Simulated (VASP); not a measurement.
An input for Ansatz (written as the equivalent of a VASP run, and not itself run):

Ansatz 0.2 input:
```yaml
crystal:
  lattice:
    - [-1.4091234, 1.4091234, 1.4091234]
    - [1.4091234, -1.4091234, 1.4091234]
    - [1.4091234, 1.4091234, -1.4091234]
  atoms:
    - { symbol: Fe, position: [0.0000000, 0.0000000, 0.0000000], spin: 2.7 }
kpoints:
  mp_grid: { grid: [18, 18, 18] }
hamiltonian:
  xc: r2scan
  pseudopotentials: { kind: paw }
magnetization: { spin_polarized: true }
scf:
  occupations: { method: methfessel_paxton, width: 0.1 }
  max_iter: 100
relax:
  max_steps: 40
  f_tol: 0.02
  cell: { p_target: 20 }
output: { forces: true, stress: true, eigenvalues: true }
```

### Question
Translate this input to VASP (INCAR, KPOINTS, POSCAR, choice of POTCAR).

### Answer
This is not unique; one that fits is 
**INCAR**
```
SYSTEM=Fe
PREC=Accurate; ENCUT=500; LREAL=.FALSE.
LASPH=.TRUE.
EDIFF=1E-6; NELM=100; ALGO=Normal
LMAXMIX=4; LMIXTAU=.TRUE.
ISMEAR=1; SIGMA=0.1
METAGGA=R2SCAN
ISPIN=2; MAGMOM=2.7
IBRION=2; NSW=40; ISIF=3
EDIFFG=-0.02; PSTRESS=200
LWAVE=.FALSE.; LCHARG=.FALSE.; LORBIT=10
```

POSCAR:
```
Fe
1
   -1.4091233795     1.4091233795     1.4091233795
    1.4091233795    -1.4091233795     1.4091233795
    1.4091233795     1.4091233795    -1.4091233795
Fe
1
Direct
  0.0000000000   0.0000000000   0.0000000000
```

### KPOINTS
```
K-points
0
gamma
 18 18 18
0 0 0
```

POTCAR, in this order: Fe (PBE.64 set). Program: vasp_std.

What does not carry over: each code has its own PAW files, so the cut-off isn't converted (ENCUT is set for VASP's; basis.ecutwfc is left out, and Ansatz then takes the one that its files recommend); Ansatz stops its SCF on the density residual and VASP on the energy change (EDIFF).

The compound is Fe in the bcc structure. This run relaxes it under an external pressure of 20 GPa. Symmetry was kept, so distortions that lower it aren't found.
